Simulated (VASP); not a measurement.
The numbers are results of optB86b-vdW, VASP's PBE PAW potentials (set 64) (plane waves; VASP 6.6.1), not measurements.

The input files of a VASP run:

**KPOINTS**
```
K-points
0
Gamma
  8 8 8
```

POSCAR:
```
CuI
5.8934250
  0.0000000000   0.4999999873   0.4999999873
  0.4999999873   0.0000000000   0.4999999873
  0.4999999873   0.4999999873   0.0000000000
Cu I
1 1
Cartesian
  0.4999999873   0.4999999873   0.0000000000
  0.2499999936   0.2499999936   0.2499999936
```

INCAR:
```
AGGAC = 0.0
ALGO = Normal
EDIFF = 1E-7
ENCUT = 520
GGA = MK
ISIF = 2
ISMEAR = 0
LASPH = .True.
LCHARG = .False.
LMAXMIX = 4
LREAL = .False.
LUSE_VDW = .True.
LWAVE = .False.
NELM = 100
PARAM1 = 0.1234
PARAM2 = 1.0
PREC = Accurate
SIGMA = 0.05
SYSTEM = CuI
```

POTCAR, in this order: Cu I (PBE.64 set). Program: vasp_std.

What VASP printed:

File OSZICAR:
```
       N       E                     dE             d eps       ncg     rms          rms(c)
DAV:   1     0.111408903971E+03    0.11141E+03   -0.80665E+03   754   0.152E+03
DAV:   2     0.710288009559E+01   -0.10431E+03   -0.98295E+02   764   0.270E+02
DAV:   3    -0.754329893177E+00   -0.78572E+01   -0.77456E+01  1032   0.850E+01
DAV:   4    -0.101818936334E+01   -0.26386E+00   -0.26367E+00   891   0.137E+01
DAV:   5    -0.102876426077E+01   -0.10575E-01   -0.10575E-01  1109   0.294E+00    0.583E+00
DAV:   6    -0.936125511679E+00    0.92639E-01   -0.40152E+00   772   0.606E+01    0.379E+00
DAV:   7    -0.769165569290E+00    0.16696E+00   -0.91002E-01   839   0.358E+01    0.187E+00
DAV:   8    -0.770295006968E+00   -0.11294E-02   -0.52211E-02  1134   0.402E+00    0.500E-01
DAV:   9    -0.766658664997E+00    0.36363E-02   -0.16656E-02   921   0.427E+00    0.147E-01
DAV:  10    -0.766794607847E+00   -0.13594E-03   -0.77191E-04   889   0.250E-01    0.772E-02
DAV:  11    -0.766812684723E+00   -0.18077E-04   -0.37954E-04   965   0.648E-01    0.308E-02
DAV:  12    -0.766809510243E+00    0.31745E-05   -0.41041E-05  1155   0.141E-01    0.258E-02
DAV:  13    -0.766808437465E+00    0.10728E-05   -0.21535E-06  1176   0.273E-02    0.145E-02
DAV:  14    -0.766807414916E+00    0.10225E-05   -0.49821E-06  1063   0.768E-02    0.237E-03
DAV:  15    -0.766807700469E+00   -0.28555E-06   -0.97759E-07   867   0.715E-03    0.325E-03
DAV:  16    -0.766807685642E+00    0.14827E-07   -0.22507E-08   432   0.251E-03
   1 F= -.76680769E+00 E0= -.76680769E+00  d E =-.254178E-12
```

**OUTCAR**
```
------------------------ aborting loop because EDIFF is reached ----------------------------------------
  FORCE on cell =-STRESS in cart. coord.  units (eV):
  Direction    XX          YY          ZZ          XY          YZ          ZX
  --------------------------------------------------------------------------------------
  Total        1.0290908      1.0290908      1.0290908      0.0000000      0.0000000      0.0000000
  in kB       32.2196641     32.2196641     32.2196641      0.0000000      0.0000000      0.0000000
  external PRESSURE =      32.2196641 kB  Pullay stress =       0.0000000 kB
  volume of cell :       51.17
      direct lattice vectors                 reciprocal lattice vectors
     0.000000000  2.946712425  2.946712425    -0.169680623  0.169680623  0.169680623
     2.946712425  0.000000000  2.946712425     0.169680623 -0.169680623  0.169680623
     2.946712425  2.946712425  0.000000000     0.169680623  0.169680623 -0.169680623
  FREE ENERGIE OF THE ION-ELECTRON SYSTEM (eV)
  ---------------------------------------------------
  free  energy   TOTEN  =        -0.7668076856 eV

  energy  without entropy=       -0.7668076856  energy(sigma->0) =       -0.76680769
```
(Selected blocks of OUTCAR.)

**OUTCAR**
```
 val. band max:        5.2718008545   @ k =   0.0000   0.0000   0.0000

 cond. band min:       6.6125650900   @ k =   0.0000   0.0000   0.0000


 Fermi energy:         5.4970386594

 k-point     1 :       0.0000    0.0000    0.0000
  band No.  band energies     occupation
      1      -9.1975      2.00000
      2       1.2454      2.00000
      3       1.2454      2.00000
      4       1.2454      2.00000
      5       3.0233      2.00000
      6       3.0233      2.00000
      7       5.2718      2.00000
      8       5.2718      2.00000
      9       5.2718      2.00000
     10       6.6126      0.00000
     11      10.0719      0.00000
     12      10.0719      0.00000
     13      10.0719      0.00000

 k-point     2 :       0.1250    0.0000    0.0000
  band No.  band energies     occupation
      1      -9.1095      2.00000
      2       0.9502      2.00000
      3       1.2558      2.00000
      4       1.2558      2.00000
      5       3.0157      2.00000
      6       3.0157      2.00000
      7       4.5345      2.00000
      8       5.1290      2.00000
      9       5.1291      2.00000
     10       7.3299      0.00000
     11      10.0368      0.00000
     12      10.3150      0.00000
     13      10.3150      0.00000

 k-point     3 :       0.2500    0.0000    0.0000
  band No.  band energies     occupation
      1      -8.8817      2.00000
      2       0.2196      2.00000
      3       1.2769      2.00000
      4       1.2769      2.00000
      5       3.0116      2.00000
      6       3.0116      2.00000
      7       3.7233      2.00000
      8       4.8194      2.00000
      9       4.8194      2.00000
     10       7.6728      0.00000
     11      10.6740      0.00000
     12      10.6741      0.00000
     13      10.9396      0.00000

 k-point     4 :       0.3750    0.0000    0.0000
  band No.  band energies     occupation
      1      -8.6274      2.00000
      2      -0.5186      2.00000
      3       1.2916      2.00000
...
```

Unless said otherwise, spin-orbit coupling is left out, though it shifts the bands of the heavy elements here.

The compound is CuI in the zinc blende structure. This cell is one point of a volume scan, at 0.94 of the reference volume.
